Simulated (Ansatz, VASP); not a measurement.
# Cross-check of NaCl between VASP and Ansatz, part 2 of 2

One calculation is typed for both programs; each brings its own data sets. How far apart do they land? The cell is taken from a series of runs on this material, whose earlier steps may have relaxed, scaled, displaced or heated it; both programs get it as it stands.

VASP 6.6.1 and Ansatz 0.2.0.

So far: The structure; VASP: elastic constants, LDA.

### 3. Ansatz: elastic constants, LDA

Level of this step: Ansatz beside VASP: Kohn-Sham DFT, plane waves, LDA (Ansatz).

Ansatz runs on its PAW soft_1 files.

The same cell, functional (in two slightly different forms) and mesh now go to Ansatz.

Input file input.yaml:

```yaml
crystal:
  lattice:
    - [0.0, 2.7343968874, 2.7343968874]
    - [2.7343968874, 0.0, 2.7343968874]
    - [2.7343968874, 2.7343968874, 0.0]
  atoms:
    - { symbol: Na, position: [0.0, 0.0, 0.0] }
    - { symbol: Cl, position: [0.5, 0.5, 0.5] }
kpoints:
  mp_grid: { grid: [4, 4, 4] }
hamiltonian:
  xc: lda
  pseudopotentials: { kind: paw, azcp: { folder: soft_1 }, xc_functional: pbe }
scf:
  occupations: { method: fixed }
output:
  forces: true
  stress: true
  eigenvalues: true
basis:
  ecutwfc: 260.0
elastic:
  mode: relaxed_ion
  stencil: two_point
```

Run with:

```sh
$ ansatz run input.yaml --threads 4 --pin off --max-ram 8192MiB --backend cpu --events-out ev --progress --plain --runs-dir out
```

Numbers of over 12 decimals in the logs are rounded to 6 here.

Log:

```text
Warning: basis.ecutwfc = 260 eV is below the records' recommended 420 eV, and the density's cutoff is lower with it unless basis.ecutrho_ratio is high enough to keep the records' density cutoff: compare with a run at a higher cutoff
Engine: ansatz 0.2.0, x86_64-unknown-linux-gnu
Pseudopotentials: kind: paw
Pseudopotential: Na, paw, valence charge 9, recommended cutoff 420 eV (normal), soft_1/Na.paw.azcp
Pseudopotential: Cl, paw, valence charge 7, recommended cutoff 420 eV (normal), soft_1/Cl.paw.azcp
Functional definition: SPW92
  exchange = slater_x
  correlation = pw_c
Crystal: 2 atoms, lattice volume = 40.890 Å³
Basis set: ecut = 260 eV, 387 PW (Γ)
Bands: 12, of which v1, the nominal top of the filled ones, is band 8 counted from 1 (7 counted from 0)
Symmetry: 48 space group operations
Space group: Fm-3m (ITA 225), of the structure as read, at distance tolerance 3.4e-5 Å
k-points: 8 of 64
Non-local potential: Na, projectors of the file, l = 0: 3, l = 1: 2, l = 2: 1
Non-local potential: Cl, projectors of the file, l = 0: 2, l = 1: 2, l = 2: 1
PAW form: soft (Blöchl's): semilocal exchange-correlation on the pseudo side does not see the compensation charge
PAW frozen core: Na, regenerated for the run's functional, and the local potential with it (the file was generated under x = pbe(κ = 0.804, μ = 0.219515), c = pbe(β = 0.066725))
PAW frozen core: Cl, regenerated for the run's functional, and the local potential with it (the file was generated under x = pbe(κ = 0.804, μ = 0.219515), c = pbe(β = 0.066725))
PAW one-centre angular grid: Na, 110 points (default); XC on 64 Gauss nodes
PAW one-centre angular grid: Cl, 110 points (default); XC on 64 Gauss nodes
Initial density: superposition of atomic densities (chi_scale 0.1, normalization cell, long waves kept (reshape's long-wave potential 0.00 eV rms))
Initial wavefunctions: pseudopotential atomic-orbital guess
Functional: x = slater, c = lda
SCF iter   1: F=—  HF=-2515.092069 eV  |F-HF|=—  |Δ(HF+E_count)|=         —  Δρ=7.00e-2  dr2=1.83e0  ethr=3.10e-3  ⟨swp⟩=4.2  Hψ=557  notcnv=0  defer=8
preconditioner: auto → none  [insulator: Δε(μ)=4.071 eV  Ē_g=12.965 eV  n_scr=14 (ndim 8)  ℏωp=16.4 eV  f_vac=0.000  ε∞_Penn≈2.6]
SCF iter   2: F=—  HF=-2514.220879 eV  |F-HF|=—  |Δ(HF+E_count)|=   8.71e-1  Δρ=1.57e-2  dr2=1.11e-1  ethr=3.10e-3  ⟨swp⟩=3.0  Hψ=272  notcnv=0  defer=10
SCF iter   3: F=—  HF=-2514.182790 eV  |F-HF|=—  |Δ(HF+E_count)|=   3.81e-2  Δρ=5.95e-3  dr2=1.30e-2  ethr=6.91e-4  ⟨swp⟩=2.9  Hψ=165  notcnv=0  defer=12
SCF iter   4: F=—  HF=-2514.178064 eV  |F-HF|=—  |Δ(HF+E_count)|=   4.73e-3  Δρ=1.19e-3  dr2=7.26e-4  ethr=8.13e-5  ⟨swp⟩=2.5  Hψ=186  notcnv=0  defer=12
SCF iter   5: F=—  HF=-2514.177955 eV  |F-HF|=—  |Δ(HF+E_count)|=   1.10e-4  Δρ=1.13e-4  dr2=4.05e-6  ethr=4.54e-6  ⟨swp⟩=2.0  Hψ=143  notcnv=0  defer=12
SCF iter   6: F=—  HF=-2514.177958 eV  |F-HF|=—  |Δ(HF+E_count)|=   3.23e-6  Δρ=1.29e-5  dr2=5.92e-8  ethr=2.53e-8  ⟨swp⟩=2.5  Hψ=156  notcnv=0  defer=3
SCF iter   7: F=—  HF=-2514.177961 eV  |F-HF|=—  |Δ(HF+E_count)|=   3.48e-6  Δρ=4.96e-7  dr2=6.67e-11  ethr=3.70e-10  ⟨swp⟩=2.1  Hψ=153  notcnv=0
SCF iter   8: F=-2514.177961 eV  HF=-2514.177961 eV  |F-HF|=0.00e0  |Δ(HF+E_count)|=  7.73e-12  Δρ=1.81e-8  dr2=8.94e-14  ethr=1.00e-12  ⟨swp⟩=5.4  Hψ=581  notcnv=0
SCF 1 converged in 8 iterations: F = -2514.177961 eV  dr2 = 8.94e-14
  greatest PAW one-centre occupation: 1.005 electrons in one spin orbital (limit 2), on the Na atom at site 0 (counted from 0), in its partial waves of l = 1
Crystal: 2 atoms, lattice volume = 40.808 Å³
Symmetry: 16 space group operations
k-points: 13 of 64
Initial density: handed on by an earlier stage of this run
Initial wavefunctions: those handed on with the density
iter 1 solved again at ethr=2.55e-8 eV; its pass at ethr=3.10e-3 eV (dr2=4.08e-6 eV) is discarded
SCF iter   1: F=—  HF=-2514.173324 eV  |F-HF|=—  |Δ(HF+E_count)|=         —  Δρ=1.30e-4  dr2=4.41e-6  ethr=2.55e-8  ⟨swp⟩=3.1  Hψ=960  notcnv=0  defer=22
preconditioner: auto → none  [insulator: Δε(μ)=5.074 eV  Ē_g=20.996 eV  n_scr=14 (ndim 8)  ℏωp=21.7 eV  f_vac=0.004  ε∞_Penn≈2.1]
[...]
SCF 2 converged in 7 iterations: F = -2514.173329 eV  dr2 = 2.49e-14
  greatest PAW one-centre occupation: 1.006 electrons in one spin orbital (limit 2), on the Na atom at site 0 (counted from 0), in its partial waves of l = 1
Crystal: 2 atoms, lattice volume = 40.972 Å³
[...]
preconditioner: auto → none  [insulator: Δε(μ)=5.058 eV  Ē_g=20.978 eV  n_scr=14 (ndim 8)  ℏωp=21.7 eV  f_vac=0.006  ε∞_Penn≈2.1]
[...]
SCF 3 converged in 7 iterations: F = -2514.175367 eV  dr2 = 6.27e-16
Symmetry: 8 space group operations
k-points: 18 of 64
[...]
preconditioner: auto → none  [insulator: Δε(μ)=5.064 eV  Ē_g=20.987 eV  n_scr=14 (ndim 8)  ℏωp=21.7 eV  f_vac=0.006  ε∞_Penn≈2.1]
[...]
SCF iter   6: F=—  HF=-2514.173507 eV  |F-HF|=—  |Δ(HF+E_count)|=  4.55e-13  Δρ=1.85e-8  dr2=1.06e-13  ethr=6.09e-14 (applied; sched 1.00e-12)  ⟨swp⟩=2.0  Hψ=360  notcnv=0  defer=12
SCF iter   7: F=-2514.173507 eV  HF=-2514.173507 eV  |F-HF|=4.55e-13  |Δ(HF+E_count)|=  4.55e-13  Δρ=1.59e-9  dr2=5.46e-16  ethr=1.00e-12  ⟨swp⟩=4.0  Hψ=643  notcnv=0
SCF 4 converged in 7 iterations: F = -2514.173507 eV  dr2 = 5.46e-16
iter 1 solved again at ethr=2.22e-8 eV; its pass at ethr=3.10e-3 eV (dr2=3.56e-6 eV) is discarded
SCF iter   1: F=—  HF=-2514.173509 eV  |F-HF|=—  |Δ(HF+E_count)|=         —  Δρ=1.98e-4  dr2=3.60e-6  ethr=2.22e-8  ⟨swp⟩=1.8  Hψ=1239  notcnv=0  defer=24
preconditioner: auto → none  [insulator: Δε(μ)=5.064 eV  Ē_g=20.986 eV  n_scr=14 (ndim 8)  ℏωp=21.7 eV  f_vac=0.006  ε∞_Penn≈2.1]
SCF iter   2: F=—  HF=-2514.173506 eV  |F-HF|=—  |Δ(HF+E_count)|=   3.22e-6  Δρ=5.56e-5  dr2=2.48e-7  ethr=2.22e-8  ⟨swp⟩=2.0  Hψ=288  notcnv=0  defer=12
SCF iter   3: F=—  HF=-2514.173507 eV  |F-HF|=—  |Δ(HF+E_count)|=   7.93e-7  Δρ=1.74e-5  dr2=3.15e-8  ethr=1.55e-9  ⟨swp⟩=2.1  Hψ=275  notcnv=0  defer=3
SCF iter   4: F=—  HF=-2514.173507 eV  |F-HF|=—  |Δ(HF+E_count)|=   1.33e-8  Δρ=1.57e-6  dr2=1.27e-9  ethr=1.97e-10  ⟨swp⟩=1.8  Hψ=261  notcnv=0  defer=3
SCF iter   5: F=—  HF=-2514.173507 eV  |F-HF|=—  |Δ(HF+E_count)|=  4.54e-10  Δρ=1.95e-7  dr2=1.14e-11  ethr=7.97e-12  ⟨swp⟩=2.0  Hψ=283  notcnv=0  defer=3
SCF iter   6: F=—  HF=-2514.173507 eV  |F-HF|=—  |Δ(HF+E_count)|=  4.55e-12  Δρ=2.85e-8  dr2=3.47e-13  ethr=7.12e-14 (applied; sched 1.00e-12)  ⟨swp⟩=2.0  Hψ=360  notcnv=0  defer=3
SCF iter   7: F=-2514.173507 eV  HF=-2514.173507 eV  |F-HF|=4.55e-13  |Δ(HF+E_count)|=  4.55e-13  Δρ=1.26e-9  dr2=3.49e-16  ethr=1.00e-12  ⟨swp⟩=4.0  Hψ=639  notcnv=0
SCF 5 converged in 7 iterations: F = -2514.173507 eV  dr2 = 3.49e-16
SCF converged after 8 iterations
Free energy (F): -2514.177961 eV
Harris-Foulkes:  -2514.177961 eV  (|F-HF|=0.00e0)
Internal energy: -2514.177961 eV  (E = F + TS)
E sigma→0 (E₀):  -2514.177961 eV
Fermi energy:    1.550035 eV
--- Per-component energies (eV) ---
  E_band       = -227.057625
  E_kinetic    = 268.838906
  E_local      = -1631.627159  (includes V_loc(G=0)·N_el)
  E_nonlocal   = 310.583898
  E_hartree    = 546.667440
  E_xc         = -143.661435
  E_vxc        = -164.728021  (∫ρ·V_xc dr)
  E_paw        = -899.852800  (= ΣΔE_a)
  E_vpaw       = -103.462839  (= ΣTr[D̂ρ^β])
  E_aug_tail   = 0.002711  (compensation charges beyond the density's cutoff)
  E_ewald      = -965.460904
  E_core_change = 0.331382  (= ΣΔE_core)
  E_smearing   = -0.000000  (= −TS)
  E_closure    = 0.000000  (closes the sum)
  Σ components = -2514.177961   (vs F -2514.177961, Δ=0.00e0)
--- Forces (eV/Å), atoms counted from 1 ---
  atom   1  Na    -0.00000000     0.00000000    -0.00000000
  atom   2  Cl     0.00000000    -0.00000000    -0.00000000
  max |Σ_I F_I| component: 1.03e-29 eV/Å
--- Stress (GPa, compression-positive) ---
       -0.037993      -0.000000      -0.000000
       -0.000000      -0.037993      -0.000000
        0.000000      -0.000000      -0.037993
  P = ⅓ Tr σ = -0.0380 GPa (-0.380 kbar)
--- Band table (eV; the first three rows and the last of 8) ---
  k-point 0: bands = [... 4 lower, -11.2864, 1.5500, 1.5500, 1.5500, 6.6178, 12.4250, 12.4250, 12.4250]
  k-point 1: bands = [... 4 lower, -11.0656, 0.2193, 1.3783, 1.3783, 8.1522, 11.4454, 12.7858, 12.7858]
  k-point 2: bands = [... 4 lower, -10.8275, -0.7714, 1.2191, 1.2191, 8.5907, 12.3888, 12.3888, 12.5828]
  k-point 7: bands = [... 4 lower, -10.7465, 0.1027, 0.1027, 0.6253, 10.3979, 11.1468, 11.1468, 12.9763]
--- Elastic constants: 2 strain directions × 2 members + reference (group order 48) ---
  dense FFT box of the reference and of every strained cell: 24×24×24
  strains applied: 11, 23; error gains: componentwise 1.00 (the most a stress slope's error grows in a printed constant), spectral 1.73 (1 for all six strains in a standard setting)
  C = ∂σ_k/∂η_j (tension-positive GPa; Voigt order 11 22 33 23 13 12):
        62.247     10.024     10.024     -0.000     -0.000      0.000
        10.024     62.247     10.024      0.000     -0.000     -0.000
        10.024     10.024     62.247      0.000     -0.000     -0.000
         0.000      0.000      0.000     11.648     -0.000      0.000
         0.000      0.000     -0.000      0.000     11.648      0.000
         0.000     -0.000      0.000     -0.000     -0.000     11.648
  reference stress σ⁰ (GPa):      0.038      0.038      0.038      0.000     -0.000      0.000
  C* (energy form; C + prestress term) asymmetry max|C*_kj − C*_jk| = 1.776e-15 GPa — a small one proves nothing (zero by symmetry where the batch's group is 432, −43m or m−3m); a large one is finite-difference/SCF noise where every solve meets its electron count
  moduli (Voigt/Reuss/Hill, GPa): K = 27.43/27.43/27.43   G = 17.43/14.96/16.20   E = 40.60   ν = 0.253
  mechanically stable: yes (min eigenvalue of sym C = 11.65 GPa)
  strain η (Voigt 11):  stress-route row diagonal C_11 = 62.25 GPa, energy-path curvature d²(F+E_count+ΔE)/dδ²/Ω₀ = 121.99 GPa
         δ    σ_11 (GPa)             F (eV)   n_scf  n_hpsi   n_pw
    -2.000e-3      -0.0824       -2514.1733289       7    2683    399   relax 0 steps, max|allowed force component| 1.77e-30 eV/Å
     2.000e-3       0.1666       -2514.1753671       7    2561    399   relax 0 steps, max|allowed force component| 2.88e-30 eV/Å
  strain η (Voigt 23):  stress-route row diagonal C_44 = 11.65 GPa, energy-path curvature d²(F+E_count+ΔE)/dδ²/Ω₀ = 83.51 GPa
         δ    σ_23 (GPa)             F (eV)   n_scf  n_hpsi   n_pw
    -2.000e-3      -0.0233       -2514.1735069       7    3630    399   relax 0 steps, max|allowed force component| 2.83e-29 eV/Å
     2.000e-3       0.0233       -2514.1735069       7    3587    399   relax 0 steps, max|allowed force component| 6.31e-30 eV/Å
```

### 4. Side by side

Known differences besides the potentials themselves: the two LDA forms differ slightly; fixed occupations in Ansatz, narrow Gaussian smearing in VASP; the data sets hold 16 valence electrons in Ansatz (on its PAW soft_1 files) and 14 in VASP; the cutoff is 260 eV in Ansatz and 500 eV in VASP; VASP's log shows a relativistic correction to its local exchange, Ansatz's none; VASP takes each elastic constant from one size of strain, Ansatz from those that its log lists; Ansatz's log warns that its cutoff lies below the recommended one. Total energies have different zeros and are not compared.

The two programs side by side:

```csv
quantity,Ansatz,VASP,difference
C11 (GPa),62.2,71.4,-12.87 %
C22 (GPa),62.2,71.4,-12.87 %
C33 (GPa),62.2,71.4,-12.87 %
C12 (GPa),10.0,13.5,-25.58 %
C13 (GPa),10.0,13.5,-25.58 %
C23 (GPa),10.0,13.5,-25.58 %
C44 (GPa),11.6,13.5,-13.65 %
C55 (GPa),11.6,13.5,-13.65 %
C66 (GPa),11.6,13.5,-13.65 %
```

### 5. What the set-up changes

Further runs change the set-up of one program: Ansatz's method, potentials or start, or VASP's data sets, cutoff or form of LDA. The table gives Ansatz less VASP for each quantity, since a change that brings one quantity closer may part another.

```csv
run,C11 (%),C22 (%),C33 (%),C12 (%),C13 (%),C23 (%)
as above,-13,-13,-13,-26,-26,-26
VASP with the data sets Na_sv and Cl and a cutoff of 840 eV,-7.8,-7.8,-7.8,-15,-15,-15
```

### 6. Summary of results

```json
{"difference in C12 (elastic constants, LDA)": "-26 %"}
```

In words: The difference in C12 is -26 % (elastic constants, LDA), beyond the 5 % picked in this series as the mark of a large difference. The data sets hold unlike numbers of valence electrons (16 in Ansatz and 14 in VASP), so part of the differences comes from the potentials. Elastic constants, LDA, VASP with the data sets Na_sv and Cl and a cutoff of 840 eV: the difference in C11 goes from -13 to -7.8 %; the difference in C22 goes from -13 to -7.8 %; the difference in C33 goes from -13 to -7.8 %; the difference in C12 goes from -26 to -15 %; the difference in C13 goes from -26 to -15 %; the difference in C23 goes from -26 to -15 %. Such differences can come from data sets, numerical settings and the points named under the comparisons, not from the functional's error against experiment.

[Lines on the potential files, build, host, timing and source positions are cut from VASP's logs without a mark.]

[Logs are printed without paths, hosts, clocks, repeated set-up lines and the standing remarks that a program may print on its own settings, such as how far it seeks lower states.]

[Hosts, paths, dates, database ids (printed as entryN), source tags and the programs' standing remarks are cut or masked in the printed files.]
